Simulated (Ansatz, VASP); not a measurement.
# Cross-check of Al2Ru between VASP and Ansatz, part 2 of 2

Aim: how closely do two programs agree when they are given the same cell, functional and k mesh? The cell is taken from a series of runs on this material, whose earlier steps may have relaxed, scaled, displaced or heated it; both programs get it as it stands.

VASP 6.6.1 and Ansatz 0.2.0.

So far: The structure; VASP: relaxation of cell and atoms, PBEsol, pair 1; Ansatz: relaxation of cell and atoms, PBEsol, pair 1.

### Step 4. Side by side

Known differences besides the potentials themselves: the data sets hold 22 valence electrons in Ansatz (on its PAW soft_1 files) and 20 in VASP; the cutoff is 420 eV in Ansatz and 500 eV in VASP; Ansatz makes its cores anew for this functional, VASP keeps those of its PBE data sets; Ansatz adds a Pulay correction to the stress that steers its cell, VASP none. Total energies have different zeros and are not compared.

Both answers:

```tsv
quantity	Ansatz	VASP	difference
volume (Å³)	41.02	41.04	-0.07 %
edge a after relaxation, in the typed setting (Å)	4.755	4.756	-0.03 %
```

### Step 5. VASP: relaxation of cell and atoms, PBEsol, pair 2

The relaxed volume is the usual yardstick between codes: in a stiff, nearly cubic crystal its relative difference is about their pressure difference at one cell divided by the bulk modulus.

INCAR

```
SYSTEM = Al2Ru
PREC = Accurate
ENCUT = 500
EDIFF = 1E-07
NELM = 120
ISMEAR = 0
SIGMA = 0.1
LREAL = .FALSE.
ALGO = Normal
GGA = PS
NBANDS = 16
LASPH = .TRUE.
LORBIT = 11
LWAVE = .FALSE.
LCHARG = .FALSE.
ISIF = 3
IBRION = 2
NSW = 80
EDIFFG = -0.005
GGA_COMPAT = .FALSE.
NELMIN = 4
```

POSCAR

```
Al2Ru
1.0
   -1.5604220000      1.5604220000      4.2218060000
    1.5604220000     -1.5604220000      4.2218060000
    1.5604220000      1.5604220000     -4.2218060000
Al Ru
2 1
Direct
    0.6592021874      0.6592021874      0.0000000000
    0.3407978126      0.3407978126      0.0000000000
    0.0000000000      0.0000000000      0.0000000000
```

KPOINTS

```
Automatic mesh
0
Gamma
14 14 14
0 0 0
```

PAW data sets: Al and Ru_pv (PBE family, release 64).

Run with:

```console
$ mpirun -np 1 vasp_std
```

Numbers of over 12 decimals in the logs are rounded to 6 here.

The program printed:

```text
[banner, memory and clock lines left out]
running    1 mpi-ranks, on    1 nodes
[...]
[... a notice as in an earlier step ...]

 LDA part: xc-table for (Slater+PW92), standard interpolation
 POSCAR, INCAR and KPOINTS ok, starting setup
[...]
entering main loop
       N       E                     dE             d eps       ncg     rms          rms(c)
DAV:   1     0.109768837377E+03    0.10977E+03   -0.10519E+04  8176   0.112E+03
DAV:   2    -0.193486914510E+02   -0.12912E+03   -0.12559E+03  9576   0.287E+02
DAV:   3    -0.213027936785E+02   -0.19541E+01   -0.19495E+01  9632   0.372E+01
DAV:   4    -0.213195715504E+02   -0.16778E-01   -0.16777E-01  9984   0.352E+00
[...]
DAV:  12    -0.203290290015E+02    0.69027E-05   -0.32774E-05  9832   0.530E-02    0.481E-03
DAV:  13    -0.203290287541E+02    0.24737E-06   -0.73407E-07 10544   0.670E-03    0.170E-03
DAV:  14    -0.203290286894E+02    0.64708E-07   -0.57822E-08  5720   0.194E-03
   1 F= -.20329029E+02 E0= -.20328525E+02  d E =-.203290E+02
[... from here on, the cycles between the ionic steps are left out ...]
   2 F= -.20329068E+02 E0= -.20328516E+02  d E =-.391492E-04
   3 F= -.20329267E+02 E0= -.20328738E+02  d E =-.237875E-03
   4 F= -.20329284E+02 E0= -.20328740E+02  d E =-.171599E-04
   5 F= -.20329286E+02 E0= -.20328745E+02  d E =-.190834E-04
   6 F= -.20329288E+02 E0= -.20328748E+02  d E =-.199406E-05
 trial-energy change:   -0.000002  1 .order   -0.000002   -0.000003   -0.000001
 step:   1.5585(harm=  1.5585)  dis= 0.00039  next Energy=   -20.329288 (dE=-0.240E-05)
 reached required accuracy - stopping structural energy minimisation
```

From OUTCAR (step 5):

```text
  Total       -0.0007785     -0.0007785     -0.0072528      0.0000000     -0.0000000      0.0000000
  in kB       -0.0303853     -0.0303853     -0.2830785      0.0000000     -0.0000000      0.0000000
  external PRESSURE =      -0.1146163 kB  Pullay stress =       0.0000000 kB

 POSITION                                       TOTAL-FORCE (eV/Angst)
 -----------------------------------------------------------------------------------
      0.00000      0.00000      5.55368        -0.000000     -0.000000      0.001903
      1.56069      1.56069     -1.34039        -0.000000     -0.000000     -0.001903
      0.00000      0.00000      0.00000         0.000000      0.000000      0.000000
 -----------------------------------------------------------------------------------
    total drift:                               -0.000000     -0.000000     -0.000000

  FREE ENERGIE OF THE ION-ELECTRON SYSTEM (eV)
  ---------------------------------------------------
  free  energy   TOTEN  =       -20.3292876416 eV

  energy  without entropy=      -20.3282092289  energy(sigma->0) =      -20.32874844

[... 1 part as in an earlier step ...]

[... 3 further parts left out ...]
[key lines of the parts left out:]
E-fermi :  10.5437
```

### Step 6. Ansatz: relaxation of cell and atoms, PBEsol, pair 2

The same cell, functional, mesh and smearing now go to Ansatz, which takes its cutoff from its data sets.

The cell is taken from a series of runs on this material, whose earlier steps may have relaxed, scaled, displaced or heated it; both programs get it as it stands.

input.yaml

```yaml
crystal:
  lattice:
    - [-1.56042162, 1.56042162, 4.22180559]
    - [1.56042162, -1.56042162, 4.22180559]
    - [1.56042162, 1.56042162, -4.22180559]
  atoms:
    - { symbol: Al, position: [0.65920219, 0.65920219, 0.0] }
    - { symbol: Al, position: [0.34079781, 0.34079781, 0.0] }
    - { symbol: Ru, position: [0.0, 0.0, 0.0] }
kpoints:
  mp_grid: { grid: [14, 14, 14] }
hamiltonian:
  xc: pbesol
  pseudopotentials: { kind: paw, azcp: { folder: soft_1 }, xc_functional: pbe }
scf:
  occupations: { method: gaussian, width: 0.1 }
output:
  forces: true
  stress: true
  eigenvalues: true
relax:
  adjacent_minimum: "off"
  f_tol: 0.005
  max_steps: 80
  cell: { stress_tol: 0.05 }
```

Run with:

```console
$ ansatz run input.yaml --threads 4 --pin off --max-ram 12288MiB --backend cpu --events-out ev --progress --plain --runs-dir out
```

The program printed:

```text
[...]
Crystal: 3 atoms, lattice volume = 41.119 Å³
Basis set: ecut = 420 eV, 795 PW (Γ), FFT grids on a1+a3, a2+a3, a3, exchange–correlation on 48×48×64 points (8 copies of the dense FFT grid, shifted against one another)
Bands: 15, of which v1, the nominal top of the filled ones, is band 11 counted from 1 (10 counted from 0)
Symmetry: 16 space group operations
[...]
--- Relaxed structure (3 steps of the walk, 3 accepted, 1 SCFs on fresh bases) ---
[...]
cell:  # Å, volume = 41.0240 Å³
    - [-1.560526, 1.560526, 4.211486]
    - [1.560526, -1.560526, 4.211486]
    - [1.560526, 1.560526, -4.211486]
  atoms:
    - { symbol: Al, position: [0.659089, 0.659089, 0] }
    - { symbol: Al, position: [0.340911, 0.340911, 0] }
    - { symbol: Ru, position: [0, 0, 0] }
[key lines of the parts left out:]
SCF converged after 7 iterations
Free energy (F): -6867.619560 eV
Fermi energy:    13.972222 eV
P = ⅓ Tr σ = -0.0051 GPa (-0.051 kbar)
```

### Step 7. Side by side

What differs besides the data sets and the points named for the pairs above, as far as they apply: the data sets hold 22 valence electrons in Ansatz (on its PAW soft_1 files) and 20 in VASP. Total energies have different zeros and are not compared.

Compared:

```tsv
quantity	Ansatz	VASP	difference
volume (Å³)	41.02	41.05	-0.06 %
edge a after relaxation, in the typed setting (Å)	4.755	4.756	-0.04 %
```

### Step 8. Summary of results

* difference in volume (relaxation of cell and atoms, PBEsol, pair 1): -0.067 %
* difference in volume (relaxation of cell and atoms, PBEsol, pair 2): -0.063 %

In words: The difference in volume is -0.067 % (relaxation of cell and atoms, PBEsol, pair 1), within the 1.2 % picked in this series as the mark of a large difference, as far as the stopping tolerances let one tell. The data sets hold unlike numbers of valence electrons (22 in Ansatz and 20 in VASP), so part of the differences comes from the potentials. Such differences can come from data sets, numerical settings and the points named under the comparisons, not from the functional's error against experiment.

[Lines on the potential files, build, host, timing and source positions are cut from VASP's logs without a mark.]

[Logs are printed without paths, hosts, clocks, repeated set-up lines and the standing remarks that a program may print on its own settings, such as how far it seeks lower states.]

[Hosts, paths, dates, database ids (printed as entryN), source tags and the programs' standing remarks are cut or masked in the printed files.]
